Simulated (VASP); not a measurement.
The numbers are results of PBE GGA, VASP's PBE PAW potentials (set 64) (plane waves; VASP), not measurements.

VASP ran on this input.

### POSCAR
```
SnO
1
    3.8693197851     0.0000000000     0.0000000000
    0.0000000000     3.8693197851     0.0000000000
    0.0000000000     0.0000000000     5.0318271794
Sn O
2 2
Direct
  0.5000000000   0.0000000000   0.7689654975
  0.0000000000   0.5000000000   0.2310345025
  0.5000000000   0.5000000000   0.0000000000
  0.0000000000   0.0000000000   0.0000000000
```

**KPOINTS**
```
k-points along high-symmetry lines
10
Line-mode
Reciprocal
  0.000000   0.000000   0.000000 ! GAMMA
  0.000000   0.500000   0.000000 ! X

  0.000000   0.500000   0.000000 ! X
  0.500000   0.500000   0.000000 ! M

  0.500000   0.500000   0.000000 ! M
  0.000000   0.000000   0.000000 ! GAMMA

  0.000000   0.000000   0.000000 ! GAMMA
  0.000000   0.000000   0.500000 ! Z

  0.000000   0.000000   0.500000 ! Z
  0.000000   0.500000   0.500000 ! R

  0.000000   0.500000   0.500000 ! R
  0.500000   0.500000   0.500000 ! A

  0.500000   0.500000   0.500000 ! A
  0.000000   0.000000   0.500000 ! Z

  0.000000   0.500000   0.000000 ! X
  0.000000   0.500000   0.500000 ! R

  0.500000   0.500000   0.000000 ! M
  0.500000   0.500000   0.500000 ! A
```

### INCAR
```
LORBIT = 11   # lm-projected
EDIFF = 1E-7   # SCF stop (eV)
NELM = 100   # most electronic steps
LMAXMIX = 4
PREC = Accurate
LWAVE = F
LASPH = T   # aspherical one-centre terms
ICHARG = 11   # fixed density
GGA = PE   # PBE
ALGO = Normal   # blocked Davidson
SIGMA = 0.05
LCHARG = F
ISMEAR = 0   # Gaussian
SYSTEM = SnO
ENCUT = 520   # plane-wave cut-off (eV)
LREAL = F   # projection in real space or not
```

POTCAR, in this order: Sn_d O (PBE.64 set). Program: vasp_std. Read from the step before: CHGCAR.

Output

OUTCAR:
```
 ion  position               nearest neighbor table
   1  0.500  0.000  0.769-   3 2.26   4 2.26   3 2.26   4 2.26   2 3.59   2 3.59   2 3.59   2 3.59
  LATTYP: Found a simple tetragonal cell.
 ALAT       =     3.8693197851
 C/A-ratio  =     1.3004423152
 Subroutine PRICEL returns:
 Original cell was already a primitive cell.
 Subroutine GETGRP returns: Found 16 space group operations
The static configuration has the point symmetry D_2d.
 The point group associated with its full space group is D_4h.
The dynamic configuration has the point symmetry D_2d.
 Subroutine INISYM returns: Found 16 space group operations
   k-points           NKPTS =     90   k-points in BZ     NKDIM =     90   number of bands    NBANDS=     24
   number of dos      NEDOS =    301   number of ions     NIONS =      4
   total plane-waves  NPLWV =  36000
   dimension x,y,z NGX =    30 NGY =   30 NGZ =   40
   dimension x,y,z NGXF=    60 NGYF=   60 NGZF=   80
   ions per type =               2   2
   PREC   = accura    normal or accurate (medium, high low for compatibility)
   ISTART =      0    job   : 0-new  1-cont  2-samecut
   ICHARG =     11    charge: 1-file 2-atom 10-const
   ISPIN  =      1    spin polarized calculation?
   LNONCOLLINEAR =      F non collinear calculations
   LSORBIT =      F    spin-orbit coupling
   INIWAV =      1    electr: 0-lowe 1-rand  2-diag
...
```

OSZICAR:
```
       N       E                     dE             d eps       ncg     rms          rms(c)
DAV:   1     0.384934439164E+03    0.38493E+03   -0.20679E+04  4400   0.249E+03
DAV:   2     0.320101401079E+02   -0.35292E+03   -0.34694E+03  4576   0.579E+02
DAV:   3    -0.202319999693E+02   -0.52242E+02   -0.51401E+02  5432   0.188E+02
DAV:   4    -0.222373200371E+02   -0.20053E+01   -0.20040E+01  4624   0.409E+01
DAV:   5    -0.222973328039E+02   -0.60013E-01   -0.60007E-01  6008   0.711E+00
DAV:   6    -0.222990791893E+02   -0.17464E-02   -0.17464E-02  5440   0.104E+00
DAV:   7    -0.222991450343E+02   -0.65845E-04   -0.65846E-04  6424   0.165E-01
DAV:   8    -0.222991459478E+02   -0.91345E-06   -0.91339E-06  5632   0.186E-02
DAV:   9    -0.222991459719E+02   -0.24127E-07   -0.24103E-07  4096   0.274E-03
   1 F= -.22299146E+02 E0= -.22299146E+02  d E =-.171272E-10
```

OUTCAR:
```
 val. band max:        6.2065303634   @ k =   0.0556   0.0556   0.0000

 cond. band min:       6.6413737435   @ k =   0.5000   0.5000   0.0000



 k-point     1 :       0.0000    0.0000    0.0000
  band No.  band energies     occupation
      1     -15.5435      2.00000
      2     -15.1857      2.00000
      3     -15.1815      2.00000
      4     -15.1815      2.00000
      5     -15.1526      2.00000
      6     -15.1379      2.00000
      7     -15.1087      2.00000
      8     -15.0987      2.00000
      9     -15.0810      2.00000
     10     -15.0810      2.00000
     11     -13.4804      2.00000
     12     -11.1118      2.00000
     13      -1.1356      2.00000
     14      -0.0581      2.00000
     15       0.3942      2.00000
     16       0.3942      2.00000
     17       3.0556      2.00000
     18       3.3342      2.00000
     19       3.3342      2.00000
     20       6.2019      2.00000
     21       8.1351      0.00000
     22      10.3530      0.00000
     23      11.0546      0.00000
     24      11.0546      0.00000

 k-point     2 :       0.0000    0.0556    0.0000
  band No.  band energies     occupation
      1     -15.5419      2.00000
      2     -15.1851      2.00000
      3     -15.1810      2.00000
      4     -15.1810      2.00000
      5     -15.1530      2.00000
      6     -15.1370      2.00000
      7     -15.1090      2.00000
      8     -15.1069      2.00000
      9     -15.0815      2.00000
     10     -15.0809      2.00000
     11     -13.4575      2.00000
     12     -11.1258      2.00000
     13      -1.1468      2.00000
     14      -0.0555      2.00000
     15       0.4073      2.00000
     16       0.4135      2.00000
     17       3.0062      2.00000
     18       3.3075      2.00000
     19       3.3076      2.00000
     20       6.2050      2.00000
     21       8.2308      0.00000
     22      10.3035      0.00000
     23      10.8978      0.00000
     24      11.0727      0.00000

...
```

The density is held fixed in this step, so its total energy and stress have no physical meaning. Without a dispersion term in the relaxation, distances and binding between the weakly bound layers, chains or molecules are unreliable, and so is what depends on them. Unless said otherwise, spin-orbit coupling is left out, though it shifts the bands of the heavy elements here.

The compound is SnO in the litharge structure. It was relaxed first, which changed the volume by +8 %.
